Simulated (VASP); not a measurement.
Level of theory: r2SCAN meta-GGA, VASP's PBE PAW potentials (set 64) (plane waves; VASP).

A VASP calculation is set up with these files.

INCAR:
```
# general
SYSTEM  = NiGe2
PREC    = Accurate
ENCUT   = 400
LREAL   = .False.
LASPH   = .True.

# electronic loop
EDIFF   = 1E-6
NELM    = 100
ALGO    = Normal
LMAXMIX = 4
LMIXTAU = .True.

# smearing
ISMEAR  = 1
SIGMA   = 0.1

# functional
METAGGA = R2SCAN

# ions
IBRION  = 2
NSW     = 60
ISIF    = 3
EDIFFG  = -0.02

# output
LWAVE   = .False.
LCHARG  = .False.
```

KPOINTS:
```
Automatic mesh
0
Gamma
7 7 4
0 0 0
```

File POSCAR:
```
NiGe2
1.0
  4.6070483027   0.0000000000   0.0000000000
 -2.3035241514   3.9898200745   0.0000000000
  0.0000000000   0.0000000000   7.1648692706
Ni Ge
3 6
Cart
  2.3035241513   0.0000000000   0.0000000000
  1.1517620756   1.9949100372   2.3882873686
 -1.1517620757   1.9949100372   4.7765819020
 -0.0000000000   1.3525439510   0.0000000000
  3.4357106489   0.6762719755   2.3882873686
  1.1321864975   3.3135480990   4.7765819020
  2.3035241513   2.6372761235   0.0000000000
 -1.1321864976   3.3135480990   2.3882873686
  1.1713376538   0.6762719755   4.7765819020
```

POTCAR, in this order: Ni Ge_d (PBE.64 set). Program: vasp_std.

The run wrote:

**OSZICAR**
```
       N       E                     dE             d eps       ncg     rms          rms(c)
DAV:   1     0.115982150374E+04    0.11598E+04   -0.41643E+04  3752   0.422E+03
DAV:   2     0.136162593772E+03   -0.10237E+04   -0.99188E+03  3264   0.102E+03
DAV:   3    -0.109160010803E+03   -0.24532E+03   -0.23578E+03  3304   0.271E+02
DAV:   4    -0.130838046464E+03   -0.21678E+02   -0.20852E+02  3612   0.893E+01
DAV:   5    -0.131587877533E+03   -0.74983E+00   -0.73988E+00  3660   0.179E+01    0.193E+01
DAV:   6    -0.137242363075E+03   -0.56545E+01   -0.91198E+01  3568   0.851E+01    0.385E+01
DAV:   7    -0.121274378618E+03    0.15968E+02   -0.24271E+01  3712   0.527E+01    0.116E+01
DAV:   8    -0.116683864050E+03    0.45905E+01   -0.71995E+00  4004   0.232E+01    0.294E+00
DAV:   9    -0.115483770007E+03    0.12001E+01   -0.24127E+00  3480   0.604E+00    0.140E+00
DAV:  10    -0.116507477152E+03   -0.10237E+01   -0.51860E-01  3444   0.323E+00    0.938E-01
DAV:  11    -0.116506848107E+03    0.62905E-03   -0.53079E-02  4116   0.186E+00    0.271E-01
DAV:  12    -0.116526312974E+03   -0.19465E-01   -0.41335E-02  3428   0.920E-01    0.157E-01
DAV:  13    -0.116530541485E+03   -0.42285E-02   -0.10776E-02  3444   0.461E-01    0.155E-01
DAV:  14    -0.116532419124E+03   -0.18776E-02   -0.11751E-03  3508   0.280E-01    0.578E-02
DAV:  15    -0.116532331876E+03    0.87248E-04   -0.77693E-04  3616   0.118E-01    0.254E-02
DAV:  16    -0.116532377768E+03   -0.45892E-04   -0.73411E-05  3496   0.413E-02    0.259E-02
DAV:  17    -0.116532508941E+03   -0.13117E-03   -0.22023E-04  3400   0.587E-02    0.942E-03
DAV:  18    -0.116532545444E+03   -0.36504E-04   -0.14643E-05  2824   0.180E-02    0.502E-03
DAV:  19    -0.116532545056E+03    0.38792E-06   -0.10267E-06  2208   0.618E-03
   1 F= -.11653255E+03 E0= -.11653243E+03  d E =-.116533E+03
       N       E                     dE             d eps       ncg     rms          rms(c)
DAV:   1    -0.116536477714E+03   -0.39323E-02   -0.98778E-02  4680   0.238E+00    0.472E-01
DAV:   2    -0.116538494738E+03   -0.20170E-02   -0.25551E-02  3588   0.182E+00    0.649E-01
DAV:   3    -0.116533489553E+03    0.50052E-02   -0.13805E-02  3500   0.127E+00    0.193E-01
DAV:   4    -0.116532835223E+03    0.65433E-03   -0.14964E-03  4332   0.404E-01    0.318E-02
DAV:   5    -0.116532866423E+03   -0.31201E-04   -0.39305E-04  3724   0.172E-01    0.165E-02
DAV:   6    -0.116532854162E+03    0.12261E-04   -0.52571E-05  3576   0.608E-02    0.101E-02
DAV:   7    -0.116532848424E+03    0.57381E-05   -0.11635E-05  2812   0.182E-02    0.315E-03
DAV:   8    -0.116532850140E+03   -0.17159E-05   -0.27307E-06  2768   0.975E-03    0.125E-03
DAV:   9    -0.116532847379E+03    0.27614E-05   -0.54352E-07  1828   0.534E-03    0.640E-04
DAV:  10    -0.116532848417E+03   -0.10380E-05   -0.22672E-07  1764   0.367E-03    0.441E-04
DAV:  11    -0.116532848057E+03    0.35951E-06   -0.31190E-08  1744   0.160E-03
   2 F= -.11653285E+03 E0= -.11653272E+03  d E =-.303001E-03
       N       E                     dE             d eps       ncg     rms          rms(c)
DAV:   1    -0.116533342639E+03   -0.49422E-03   -0.13190E-02  4712   0.872E-01    0.171E-01
DAV:   2    -0.116533601752E+03   -0.25911E-03   -0.32927E-03  3576   0.657E-01    0.234E-01
DAV:   3    -0.116532953597E+03    0.64815E-03   -0.17991E-03  3496   0.456E-01    0.711E-02
DAV:   4    -0.116532875700E+03    0.77897E-04   -0.19867E-04  4332   0.149E-01    0.113E-02
DAV:   5    -0.116532879346E+03   -0.36459E-05   -0.51620E-05  3724   0.623E-02    0.595E-03
DAV:   6    -0.116532873670E+03    0.56765E-05   -0.65632E-06  3148   0.212E-02    0.359E-03
DAV:   7    -0.116532872518E+03    0.11520E-05   -0.15047E-06  2504   0.652E-03    0.116E-03
DAV:   8    -0.116532871305E+03    0.12132E-05   -0.36531E-07  1776   0.403E-03    0.434E-04
DAV:   9    -0.116532871343E+03   -0.38308E-07   -0.66621E-08  1752   0.206E-03
   3 F= -.11653287E+03 E0= -.11653274E+03  d E =-.326287E-03
       N       E                     dE             d eps       ncg     rms          rms(c)
DAV:   1    -0.116534917072E+03   -0.20458E-02   -0.56117E-02  4552   0.161E+00    0.323E-01
DAV:   2    -0.116535644608E+03   -0.72754E-03   -0.11560E-02  3644   0.128E+00    0.439E-01
DAV:   3    -0.116533435320E+03    0.22093E-02   -0.63588E-03  3492   0.854E-01    0.140E-01
DAV:   4    -0.116533030139E+03    0.40518E-03   -0.73440E-04  4380   0.300E-01    0.203E-02
DAV:   5    -0.116533055064E+03   -0.24926E-04   -0.22513E-04  3628   0.126E-01    0.113E-02
DAV:   6    -0.116533065825E+03   -0.10761E-04   -0.24325E-05  3416   0.379E-02    0.675E-03
DAV:   7    -0.116533070842E+03   -0.50168E-05   -0.56372E-06  2844   0.140E-02    0.229E-03
DAV:   8    -0.116533075212E+03   -0.43702E-05   -0.12047E-06  2284   0.781E-03    0.839E-04
DAV:   9    -0.116533074471E+03    0.74114E-06   -0.26235E-07  1768   0.504E-03
   4 F= -.11653307E+03 E0= -.11653295E+03  d E =-.203128E-03
```

File OUTCAR:
```
------------------------ aborting loop because EDIFF is reached ----------------------------------------
  FORCE on cell =-STRESS in cart. coord.  units (eV):
  Direction    XX          YY          ZZ          XY          YZ          ZX
  --------------------------------------------------------------------------------------
  Total        0.0949572      0.0949571      0.1699545     -0.0000000      0.0000000     -0.0000000
  in kB        1.1563320      1.1563315      2.0696043     -0.0000000      0.0000000     -0.0000000
  external PRESSURE =       1.4607559 kB  Pullay stress =       0.0000000 kB
  volume of cell :      131.57
      direct lattice vectors                 reciprocal lattice vectors
     4.600842809  0.000000000 -0.000000000     0.217351481  0.125487961 -0.000000000
    -2.300421405  3.984445963  0.000000000    -0.000000000  0.250975922 -0.000000000
     0.000000000  0.000000000  7.177125620     0.000000000 -0.000000000  0.139331545
 POSITION                                       TOTAL-FORCE (eV/Angst)
 -----------------------------------------------------------------------------------
      2.30042      0.00000     -0.00000        -0.000000      0.000000     -0.000000
      1.15021      1.99222      2.39237        -0.000000      0.000000     -0.000000
     -1.15021      1.99222      4.78475        -0.000000      0.000000     -0.000000
     -0.00000      1.34797      0.00000        -0.000000      0.001068      0.000000
      3.43347      0.67398      2.39237        -0.000925      0.000534      0.000000
      1.13305      3.31046      4.78475        -0.000925     -0.000534     -0.000000
      2.30042      2.63648     -0.00000         0.000000     -0.001068     -0.000000
     -1.13305      3.31046      2.39237         0.000925     -0.000534      0.000000
      1.16737      0.67398      4.78475         0.000925      0.000534      0.000000
 -----------------------------------------------------------------------------------
    total drift:                                0.000000     -0.000000     -0.003443
  FREE ENERGIE OF THE ION-ELECTRON SYSTEM (eV)
  ---------------------------------------------------
  free  energy   TOTEN  =      -116.5330744710 eV

  energy  without entropy=     -116.5327079901  energy(sigma->0) =     -116.53295231

 reached required accuracy - stopping structural energy minimisation
```
(Selected blocks of OUTCAR.)

CONTCAR:
```
NiGe2
   1.00000000000000
     4.6008428090426605    0.0000000000000779   -0.0000000000000000
    -2.3004214045711957    3.9844459625516619    0.0000000000000000
     0.0000000000000000    0.0000000000000000    7.1771256196027604
  Ni              Ge
     3     6
Direct
     0.5000000000000000    0.0000000000000000    0.0000000000000000
     0.5000000000000000    0.5000000000000000    0.3333330000000032
     0.0000000000000000    0.5000000000000000    0.6666669999999968
     0.1691537104766226    0.3383074209532451    0.0000000000000000
     0.8308462895234757    0.1691537104766226    0.3333330000000032
     0.6616925790468532    0.8308462895233775    0.6666669999999968
     0.8308462895233775    0.6616925790467549    0.0000000000000000
     0.1691537104765243    0.8308462895233776    0.3333330000000032
     0.3383074209531469    0.1691537104766226    0.6666669999999968
```

OUTCAR:
```
 val. band max:        8.6219949769   @ k =   0.0000   0.0000   0.2500

 cond. band min:       8.6536657534   @ k =   0.2857   0.1429   0.5000


 Fermi energy:         8.6513534304

 k-point     1 :       0.0000    0.0000    0.0000
  band No.  band energies     occupation
      1     -17.0994      2.00000
      2     -17.0540      2.00000
      3     -17.0540      2.00000
      4     -17.0030      2.00000
      5     -16.9968      2.00000
      6     -16.9967      2.00000
      7     -16.9953      2.00000
      8     -16.9953      2.00000
      9     -16.9906      2.00000
     10     -16.9848      2.00000
     11     -16.9848      2.00000
     12     -16.9815      2.00000
     13     -16.9799      2.00000
     14     -16.9799      2.00000
     15     -16.9563      2.00000
     16     -16.9562      2.00000
     17     -16.9411      2.00000
     18     -16.9350      2.00000
     19     -16.9322      2.00000
     20     -16.9322      2.00000
     21     -16.9295      2.00000
     22     -16.9294      2.00000
     23     -16.9283      2.00000
     24     -16.9202      2.00000
     25     -16.9068      2.00000
     26     -16.9025      2.00000
     27     -16.9025      2.00000
     28     -16.8718      2.00000
     29     -16.8718      2.00000
     30     -16.8328      2.00000
     31      -5.8342      2.00000
     32      -2.9889      2.00000
     33      -2.9889      2.00000
     34       2.8942      2.00000
     35       2.8943      2.00000
     36       3.2803      2.00000
     37       3.5698      2.00000
     38       3.5698      2.00000
     39       4.3193      2.00000
     40       4.7138      2.00000
     41       4.7139      2.00000
     42       4.8119      2.00000
     43       5.4346      2.00000
     44       5.4347      2.00000
     45       6.1705      2.00000
     46       6.1706      2.00000
     47       6.3064      2.00000
     48       6.3065      2.00000
     49       6.4907      2.00000
     50       6.5163      2.00000
     51       6.8996      2.00000
...
```

The structure was generated: NiGe2 was put into the CrSi2 type (P6_222), which need not be its known phase. This run relaxes it. Symmetry was kept, so distortions that lower it aren't found. The start is the result of an earlier pass. The run is not spin-polarised, so no magnetic state was tried.
